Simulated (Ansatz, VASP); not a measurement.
**Li2GaC6 in VASP and in Ansatz**

```
Li Ga C
1.0
     0.00000    4.52236    4.52236
     4.52236    0.00000    4.52236
     4.52236    4.52236    0.00000
Li Ga C
2 1 6
Cartesian
  2.2612 2.2612 2.2612
  4.5224 4.5224 4.5224
  0.0000 0.0000 0.0000
  7.8825 4.5224 4.5224
  1.1622 4.5224 4.5224
  4.5224 7.8825 4.5224
  4.5224 1.1622 4.5224
  4.5224 4.5224 7.8825
  4.5224 4.5224 1.1622
```

Alike in both runs: task single point; functional PBE; k mesh 4 × 4 × 4; occupations gaussian, width 0.1 eV; no spin polarisation.

```csv
,VASP,Ansatz
version,VASP 6.6.1,Ansatz 0.2.0
potentials or method,"VASP PAW PBE potentials, release 64 (Li_sv, Ga_d, C)","scalar-relativistic, plane waves, PAW"
plane-wave cutoff (eV),520,420
valence electrons in the cell,43,43
```

```csv
,VASP,Ansatz,Ansatz less VASP
gap on the k mesh at the Fermi level (eV),none,none,-
rms of the force components (eV/Å),45.617,41.678,-3.9393
```

Atom by atom the forces differ by 3.939 eV/Å (rms over components). A gap of «none» marks a metal or a gap that the smearing closes. With one functional, cell and mesh, what is left measures potentials, basis and numerics.

Caveats: forces of over 1 eV/Å show positions far from the minimum, so gaps and moduli don't describe the material at rest.
